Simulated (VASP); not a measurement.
These are PBE GGA with D3 dispersion (Becke-Johnson damping), VASP's PBE PAW potentials (set 64) (plane waves; VASP) values and carry that method's errors.

The input files of a VASP run:

**KPOINTS**
```
kpoints
0
Gamma
 14 14 14
0 0 0
```

**INCAR**
```
SYSTEM = Al
PREC = Accurate; ENCUT = 520; LREAL = .FALSE.
LASPH = .TRUE.
EDIFF = 1E-6; NELM = 100; ALGO = Normal
ISMEAR = 1; SIGMA = 0.1
GGA = PE; IVDW = 12
IBRION = 2; NSW = 60; ISIF = 3
EDIFFG = -0.01
LWAVE = .FALSE.; LCHARG = .FALSE.
```

### POSCAR
```
Al
1.0
  0.0000000000   2.0250000000   2.0250000000
  2.0250000000   0.0000000000   2.0250000000
  2.0250000000   2.0250000000   0.0000000000
Al
1
Cart
  0.0000000000   0.0000000000   0.0000000000
```

POTCAR, in this order: Al (PBE.64 set). Program: vasp_std.

Output of the run:

**OSZICAR**
```
       N       E                     dE             d eps       ncg     rms          rms(c)
DAV:   1    -0.162225259131E+01   -0.16223E+01   -0.91318E+02  1100   0.336E+02
DAV:   2    -0.374332542004E+01   -0.21211E+01   -0.20399E+01  1360   0.319E+01
DAV:   3    -0.376050797273E+01   -0.17183E-01   -0.16875E-01  1385   0.326E+00
DAV:   4    -0.376057727645E+01   -0.69304E-04   -0.69031E-04  1395   0.187E-01
DAV:   5    -0.376057765345E+01   -0.37700E-06   -0.37675E-06  1395   0.124E-02    0.130E+00
DAV:   6    -0.374735669821E+01    0.13221E-01   -0.17542E-03  1235   0.317E-01    0.754E-01
DAV:   7    -0.373772708471E+01    0.96296E-02   -0.52480E-03  1245   0.514E-01    0.146E-01
DAV:   8    -0.373772229150E+01    0.47932E-05   -0.24273E-05  1310   0.528E-02    0.672E-03
DAV:   9    -0.373772084738E+01    0.14441E-05   -0.10118E-06  1305   0.693E-03    0.121E-03
DAV:  10    -0.373772044391E+01    0.40347E-06   -0.51779E-09   720   0.791E-04
   1 F= -.40717832E+01 E0= -.40719067E+01  d E =-.407178E+01
       N       E                     dE             d eps       ncg     rms          rms(c)
DAV:   1    -0.372791240566E+01    0.98084E-02   -0.19613E-01  1325   0.288E+00    0.382E-01
DAV:   2    -0.372710230479E+01    0.81010E-03   -0.11750E-03  1120   0.303E-01    0.139E-01
DAV:   3    -0.372654910247E+01    0.55320E-03   -0.15739E-04  1315   0.814E-02    0.446E-02
DAV:   4    -0.372650738167E+01    0.41721E-04   -0.17589E-05  1320   0.264E-02    0.275E-02
DAV:   5    -0.372650756461E+01   -0.18294E-06   -0.16656E-07   700   0.428E-03
   2 F= -.40832737E+01 E0= -.40832610E+01  d E =-.114906E-01
       N       E                     dE             d eps       ncg     rms          rms(c)
DAV:   1    -0.373031188273E+01   -0.38045E-02   -0.39126E-03  1325   0.405E-01    0.540E-02
DAV:   2    -0.373029397332E+01    0.17909E-04   -0.23785E-05  1110   0.429E-02    0.202E-02
DAV:   3    -0.373028122009E+01    0.12753E-04   -0.32142E-06  1325   0.116E-02    0.608E-03
DAV:   4    -0.373027998587E+01    0.12342E-05   -0.29378E-07   625   0.352E-03    0.329E-03
DAV:   5    -0.373027995799E+01    0.27879E-07   -0.21282E-08   605   0.130E-03
   3 F= -.40836373E+01 E0= -.40836560E+01  d E =-.118542E-01
```

OUTCAR:
```
------------------------ aborting loop because EDIFF is reached ----------------------------------------
 Edisp (eV)   -0.35336
  FORCE on cell =-STRESS in cart. coord.  units (eV):
  Direction    XX          YY          ZZ          XY          YZ          ZX
  --------------------------------------------------------------------------------------
  Total       0.00057     0.00057     0.00057     0.00000    -0.00000     0.00000
  in kB       0.05800     0.05800     0.05800     0.00000    -0.00000     0.00000
  external pressure =        0.06 kB  Pullay stress =        0.00 kB
  volume of cell :       15.73
      direct lattice vectors                 reciprocal lattice vectors
    -0.000000000  1.988889171  1.988889171    -0.251396612  0.251396612  0.251396612
     1.988889171 -0.000000000  1.988889171     0.251396612 -0.251396612  0.251396612
     1.988889171  1.988889171 -0.000000000     0.251396612  0.251396612 -0.251396612
 POSITION                                       TOTAL-FORCE (eV/Angst)
 -----------------------------------------------------------------------------------
      0.00000      0.00000      0.00000         0.000000     -0.000000     -0.000000
 -----------------------------------------------------------------------------------
    total drift:                                0.000000     -0.000000     -0.000000
  FREE ENERGIE OF THE ION-ELECTRON SYSTEM (eV)
  ---------------------------------------------------
  free  energy   TOTEN  =        -4.0836373479 eV

  energy  without entropy=       -4.0836933504  energy(sigma->0) =       -4.08365602

 reached required accuracy - stopping structural energy minimisation
```
(Selected blocks of OUTCAR.)

CONTCAR:
```
Al
   1.00000000000000
    -0.0000000000000000    1.9888891706175453    1.9888891706175453
     1.9888891706175453   -0.0000000000000000    1.9888891706175453
     1.9888891706175453    1.9888891706175453   -0.0000000000000000
  Al
     1
Direct
     0.0000000000000000    0.0000000000000000    0.0000000000000000
```

File OUTCAR:
```
 val. band max:        8.4268945186   @ k =  -0.3571   0.4286   0.2143

 cond. band min:       8.4715762493   @ k =  -0.3571   0.3571   0.0000


 Fermi energy:         8.4652961055

 k-point     1 :       0.0000    0.0000    0.0000
  band No.  band energies     occupation
      1      -2.9627      2.00000
      2      21.3898      0.00000
      3      21.3898      0.00000
      4      21.3898      0.00000
      5      23.2482      0.00000

 k-point     2 :       0.0714    0.0000    0.0000
  band No.  band energies     occupation
      1      -2.8196      2.00000
      2      19.2636      0.00000
      3      20.9837      0.00000
      4      20.9837      0.00000
      5      23.7949      0.00000

 k-point     3 :       0.1429    0.0000    0.0000
  band No.  band energies     occupation
      1      -2.3912      2.00000
      2      16.3072      0.00000
      3      20.3730      0.00000
      4      20.3730      0.00000
      5      23.6565      0.00000

 k-point     4 :       0.2143    0.0000    0.0000
  band No.  band energies     occupation
      1      -1.6801      2.00000
      2      13.4211      0.00000
      3      19.9108      0.00000
      4      19.9108      0.00000
      5      23.4027      0.00000

 k-point     5 :       0.2857    0.0000    0.0000
  band No.  band energies     occupation
      1      -0.6909      2.00000
      2      10.7087      0.00000
      3      19.6603      0.00000
      4      19.6603      0.00000
      5      23.0790      0.00000

 k-point     6 :       0.3571    0.0000    0.0000
  band No.  band energies     occupation
      1       0.5704      2.00000
      2       8.2060      2.00151
      3      19.6372      0.00000
      4      19.6372      0.00000
      5      21.9301      0.00000

 k-point     7 :       0.4286    0.0000    0.0000
  band No.  band energies     occupation
      1       2.0952      2.00000
      2       5.9334      2.00000
      3      19.8445      0.00000
...
```

Energy and stress use the plane-wave basis of the starting cell.

The compound is Al in the fcc structure. This run relaxes it. Symmetry was kept, so distortions that lower it aren't found.
